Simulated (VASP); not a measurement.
Data:

```
CELL_PARAMETERS angstrom
      3.31763     0.00000     0.00000
      0.00000     3.31763     0.00000
      0.00000     0.00000    16.97640
ATOMIC_POSITIONS crystal
  Nb 0.99043 0.01365 0.44973
  Nb 0.49538 0.48340 0.35537
  Nb 0.01685 0.98755 0.64618
  Nb 0.49733 0.51540 0.54871
```

These are LDA (Ceperley-Alder, Perdew-Zunger), VASP's LDA PAW potentials (set 64) (plane waves; VASP) values and carry that method's errors. Numerical set-up: 300 eV cut-off, 7×7×1 Γ-centred mesh, Gaussian smearing of 0.27 eV, potentials Nb_sv.

The cell holds a wide vacuum, so values per volume refer to the whole cell.

Problem. Estimate the energy per atom (σ→0), largest force, band gap (on the k-mesh) with the smallest direct gap where there is one.

Solution. 
```
Quantity                                                    Result
------------------------  ----------------------------------------
band gap (on the k-mesh)  none (metal, semimetal or under 0.01 eV)
energy per atom (σ→0)                              -10.127 eV/atom
largest force                                      0.02735 Ha/bohr
```

Total energies compare only between runs with the same potentials, cut-off and functional.

The cell is a sheet with vacuum, built from a database entry that may be metastable or hypothetical.
